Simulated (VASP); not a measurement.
Here is the system:

```
CELL_PARAMETERS angstrom
     -1.71297     1.71297     1.71297
      1.71297    -1.71297     1.71297
      1.71297     1.71297    -1.71297
ATOMIC_POSITIONS crystal
  Li 0.00000 0.00000 0.00000
```

Method: PBEsol GGA, VASP's PBE PAW potentials (set 64) (plane waves; VASP). Settings: PREC = Normal, EDIFF = 1E-5, 450 eV cut-off, 17×17×17 Γ-centred mesh, first-order Methfessel-Paxton smearing of 0.10 eV, potentials Li_sv.

At this cut-off the stress carries a Pulay error, which pulls relaxed volumes low.

Q: Give the stress tensor in GPa (positive for a compressed cell).

A: 
```
-1.08   0.00   0.00
 0.00  -1.08   0.00
 0.00   0.00  -1.08
```
The pressure is its mean diagonal, -1.08 GPa.

The compound is Li in the bcc structure. It was relaxed first, which changed the volume by -5 %.
